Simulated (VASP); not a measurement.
These are vdW-DF2, VASP's PBE PAW potentials (set 64) (plane waves; VASP) values and carry that method's errors.

VASP input:

INCAR:
```
# general
SYSTEM   = Rh
PREC     = Accurate
ENCUT    = 520   # plane-wave cut-off (eV)
LREAL    = .False.   # projection in real space or not
LASPH    = .True.   # aspherical one-centre terms

# electronic loop
EDIFF    = 1E-6   # SCF stop (eV)
NELM     = 100
ALGO     = Normal
LMAXMIX  = 4   # l cut-off of mixed one-centre charges

# smearing
ISMEAR   = 1   # Methfessel-Paxton
SIGMA    = 0.1

# functional
GGA      = ML
LUSE_VDW = .True.
AGGAC    = 0.0
ZAB_VDW  = -1.8867

# ions
IBRION   = 2
NSW      = 60   # most ionic steps
ISIF     = 3
EDIFFG   = -0.01   # ionic stop

# output
LWAVE    = .False.
LCHARG   = .False.
```

**KPOINTS**
```
Automatic mesh
0
Gamma
14 14 14
0 0 0
```

POSCAR:
```
Rh
1.0
  0.0000000000   1.9714944861   1.9714944861
  1.9714944861   0.0000000000   1.9714944861
  1.9714944861   1.9714944861   0.0000000000
Rh
1
Cartesian
  0.0000000000   0.0000000000   0.0000000000
```

POTCAR, in this order: Rh_pv (PBE.64 set). Program: vasp_std.

What will the output report for the number of irreducible k-points (NKPTS), largest plane-wave count, number of space-group operations, FFT grid (NGX, NGY, NGZ)?

| Property | Result |
|---|---|
| number of irreducible k-points (NKPTS) | 104 |
| largest plane-wave count | 428 |
| number of space-group operations | 48 |
| FFT grid (NGX, NGY, NGZ) | 24 × 24 × 24 |

The compound is Rh in the fcc structure. This run relaxes it. Symmetry was kept, so distortions that lower it aren't found. The start is the result of an earlier pass.
